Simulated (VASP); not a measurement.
Level of theory: optB88-vdW, VASP's PBE PAW potentials (set 64) (plane waves; VASP 6.6.1).

The input files of a VASP run:

POSCAR:
```
NiO
1.0
  4.0867653718   2.0397859140   2.0397859140
  2.0397859140   4.0867653718   2.0397859140
  2.0397859140   2.0397859140   4.0867653718
Ni O
2 2
Cartesian
  0.0000000000   0.0000000000   0.0000000000
  4.0831685999   4.0831685999   4.0831685999
  2.0415842999   2.0415842999   2.0415843000
  6.1247528998   6.1247528998   6.1247528998
```

### KPOINTS
```
Automatic mesh
0
Gamma
9 9 9
0 0 0
```

### INCAR
```
AGGAC = 0.0
ALGO = Normal
EDIFF = 1E-7
EDIFFG = -0.01
ENCUT = 520
GGA = BO
IBRION = 2
ISIF = 4
ISMEAR = 0
ISPIN = 2
LASPH = .TRUE.
LCHARG = .FALSE.
LMAXMIX = 4
LORBIT = 10
LREAL = .FALSE.
LUSE_VDW = .TRUE.
LWAVE = .FALSE.
MAGMOM = 1.3 -1.3 2*0.0
NELM = 100
NSW = 30
PARAM1 = 0.1833333333
PARAM2 = 0.22
PREC = Accurate
SIGMA = 0.05
SYSTEM = NiO
```

POTCAR, in this order: Ni O (PBE.64 set). Program: vasp_std.

Problem. Predict the energy per atom (σ→0), cell moment.

Solution. 
The energy per atom (σ→0) comes out as -3739 meV/atom and the cell moment is 0.00 μB.

**OSZICAR**
```
...
DAV:   2    -0.149573924695E+02    0.16514E-03   -0.25369E-04  8976   0.308E-01    0.797E-02
DAV:   3    -0.149573176873E+02    0.74782E-04   -0.56702E-05  9924   0.202E-01    0.319E-02
DAV:   4    -0.149573265805E+02   -0.88932E-05   -0.12905E-05  9776   0.698E-02    0.107E-02
DAV:   5    -0.149573251082E+02    0.14724E-05   -0.67135E-07  8728   0.263E-02    0.493E-03
DAV:   6    -0.149573249574E+02    0.15074E-06   -0.31963E-07  6452   0.101E-02    0.194E-03
DAV:   7    -0.149573251622E+02   -0.20474E-06   -0.76080E-08  3612   0.581E-03    0.110E-03
DAV:   8    -0.149573250698E+02    0.92411E-07   -0.32926E-08  3568   0.201E-03
   2 F= -.14957325E+02 E0= -.14957325E+02  d E =-.157713E-03  mag=     0.0000
```

The compound is NiO in the rock salt, AFM-II order structure. This cell is one point of a volume scan, at 0.94 of the reference volume. Symmetry was kept, so distortions that lower it aren't found.
